**Q:** Some of the pressures computed for this tungsten crystal are negative. Does the metal release energy when it is stretched from its natural volume?

VASP 6.6.1 calculations of body-centred cubic tungsten at fixed volumes, with the PBE functional and the W_sv PAW potential, without spin polarisation or spin–orbit coupling. The plane-wave cutoff is 520 eV, the k mesh 18×18×18 for the one-atom cell, and the Gaussian smearing 0.1 eV wide. Pressure is positive in compression.

| volume (Å³/atom) | shortest distance (Å) | pressure (GPa) |
| --- | --- | --- |
| 14.705 | 2.673 | 35.33 |
| 14.713 | 2.674 | 35.07 |
| 15.190 | 2.702 | 21.70 |
| 15.674 | 2.731 | 9.98 |
| 15.683 | 2.731 | 9.80 |
| 16.159 | 2.759 | 0.00 |
| 16.169 | 2.759 | -0.17 |
| 16.644 | 2.786 | -8.49 |
| 16.654 | 2.786 | -8.63 |
| 17.139 | 2.813 | -15.81 |
| 17.613 | 2.839 | -21.81 |
| 17.624 | 2.839 | -21.92 |

**A:** No, it costs energy to go either way. A positive pressure means that the crystal pushes outwards and must be held in; a negative one means that it pulls inwards and must be held open. At a volume of 16.159 Å³ per atom the two tendencies balance, and there the free energy from the same calculations is lowest. Squeezing the crystal by 9 % from that point costs 0.15 eV per atom, and stretching it by 9 % costs 0.11 eV. Pressure is minus the slope of the free energy against volume, so it changes sign at the floor of the valley.

**Q:** How much pressure does a squeeze of 1 % in volume take?

**A:** About 3 GPa, or some thirty thousand atmospheres. For very small changes any smooth energy valley looks like a parabola, and the pressure is then a straight line in volume, as for an ideal spring. Between the rows at 15.674 and 16.644 Å³ the pressure falls by 19.04 GPa for each Å³ per atom. Multiplied by the equilibrium volume, this gives a bulk modulus of 308 GPa, which is the pressure per fractional change of volume. One hundredth of it is the 3 GPa.

**Q:** So a squeeze of 9 % takes nine times as much?

**A:** That is what the straight line says, and it falls short. Drawn through the equilibrium row with the slope just found, it gives 19.04 × (16.159 − 14.705) = 27.7 GPa at the smallest volume. The calculation gives 35.3 GPa in that row, which had no part in setting the slope. The estimate is too low by about a fifth of the computed pressure.

On the stretched side the line fails the other way. At 17.613 Å³ it promises a pull of 27.7 GPa, and the crystal pulls with only 21.8 GPa. Within about 3 % of the equilibrium volume the line is off by at most 0.8 GPa, so the spring picture serves for small changes. The output below compares it with every row.

**Q:** Couldn't the difference be mere geometry? A squeezed crystal has smaller faces, so the same force makes a higher pressure.

**A:** Part of it is. The push at 9 % compression is 1.62 times the pull at 9 % expansion. The smaller faces account for some of this, and so does the distance between neighbours, which changes slightly more on compression than on expansion. With both effects taken out, a ratio of 1.35 remains. The force between the atoms is itself lopsided.

**Q:** What makes it lopsided?

**A:** Two opposing forces with different reach. The 5d electrons of neighbouring atoms share orbitals that spread over the crystal; in tungsten the bonding ones are largely filled and the antibonding ones largely empty, which pulls the atoms together. Against this stand the kinetic energy of electrons confined to a smaller space and the overlap with the closed 5s and 5p shells. The calculation gives only the sum of the two, so this division is an argument from the theory of metals.

Two limits show how the sum must behave. When the atoms are pressed close together, the repulsion climbs faster than the bonding can, and each further squeeze needs a larger rise in pressure than the last. When they are very far apart they no longer feel each other, and the pressure must return to zero. The curve therefore has to be steep on the left and flatten towards the right. The table agrees: the bulk modulus averages 420 GPa over the step from 14.705 to 15.190 Å³ and 235 GPa over that from 16.644 to 17.613 Å³.

The second limit also implies that the pull has a greatest value somewhere. It is still growing in the last row, so under uniform stretching the greatest pull lies beyond the table. Whether the ideal crystal would give way sooner, by shearing, these rows cannot tell. A real piece of tungsten would fail much earlier, at its flaws and grain boundaries.

**Q:** Which digits can I rely on? I tried to get the stiffness from the neighbouring rows at 16.159 and 16.169 Å³ and found a different slope.

**A:** That pair gives 17 GPa per Å³ instead of 19, and rounding can explain part of the gap. The two volumes differ by only 0.010 Å³, and the rounding of their last digits can change this difference by up to 10 %. The two rows also come from separate series of runs with slightly different settings, and a mismatch of a hundredth of a GPa between them changes the slope by about a twentieth. A slope needs rows that lie well apart.

The pressures themselves are sounder. They come from the computed stress, and they can be tested against the drop in free energy per unit of volume. From 14.705 to 15.190 Å³ that drop corresponds to 28.4 GPa, while the mean of the two end pressures is 28.5 GPa. Stress and energy thus agree to about a tenth of a GPa. An error common to both, such as one from the k mesh, would escape this test.

**Q:** Then may I read the pressure off the table for a tungsten sample whose volume I have measured?

**A:** No, the reading could be off by several GPa. The PBE functional makes the tungsten crystal slightly too large, by roughly 2 % in volume. At the true volume the computed crystal is therefore already squeezed, and by the rule above it shows about 6 GPa where the real one shows none. The atoms are also held at rest, whereas real ones vibrate and push outwards a little. It is safer to compare volumes relative to the zero-pressure volume, the computed one for the calculation and the measured one for the sample, because this takes out most of the offset.

**Q:** And if I replaced tungsten by another metal, say potassium?

**A:** The curve would keep its bent shape, because the two limits hold for any solid, but it would be far flatter. Potassium binds with a single loosely held s electron per atom, spread over a much larger volume. Both the pull and the push that balance it are then weak, and a small pressure is enough to change the volume by 1 %. A metal is stiff when many bonding electrons are packed into little space, and tungsten, in the middle of the 5d row, is among the stiffest. Osmium, two places further on, resists compression even more.

Numerical output:

```
Constant-spring line against the calculation, GPa:
     row  computed  straight_line  computed_less_line
  14.705     35.33          27.69               7.644
  14.713     35.07          27.53               7.536
   15.19      21.7          18.45               3.249
  15.674      9.98          9.235               0.745
  15.683       9.8          9.064              0.7364
  16.159         0              0                   0
  16.169     -0.17        -0.1904             0.02041
  16.644     -8.49         -9.235               0.745
  16.654     -8.63         -9.425              0.7954
  17.139    -15.81         -18.66                2.85
  17.613    -21.81         -27.69               5.876
  17.624    -21.92          -27.9               5.975
Cubic lattice constant at the equilibrium row, Å: 3.185
Volume change from equilibrium to 14.705, %: -8.998
Volume change from equilibrium to 17.613, %: 8.998
Push at 14.705 over pull at 17.613, ratio: 1.62
Face area at 14.705 over face area at 17.613, ratio: 0.8867
Change of distance on compression over that on expansion, ratio: 1.062
Push over pull after allowing for area and distance, ratio: 1.353
Free energy cost of compression to 14.705, eV/atom: 0.1488
Free energy cost of expansion to 17.613, eV/atom: 0.1063
Bulk modulus about equilibrium, GPa: 307.7
Mean bulk modulus from 14.705 to 15.190, GPa: 420
Mean bulk modulus from 16.644 to 17.613, GPa: 235.4
Energy drop per volume from 14.705 to 15.190, GPa: 28.44
Mean of the two end pressures of that step, GPa: 28.52
Energy drop per volume from 16.159 to 16.644, GPa: -4.268
Mean of the two end pressures of that second step, GPa: -4.245
Fall of pressure per volume, wide step about equilibrium, GPa/Å³: 19.04
The same from the close pair 16.159 and 16.169, GPa/Å³: 17
Largest rounding error of the volume step in that pair, %: 10
Pressure shift for a 1 % error in equilibrium volume, GPa: 3.077
Pressure shift for a 2 % error in equilibrium volume, GPa: 6.154
```
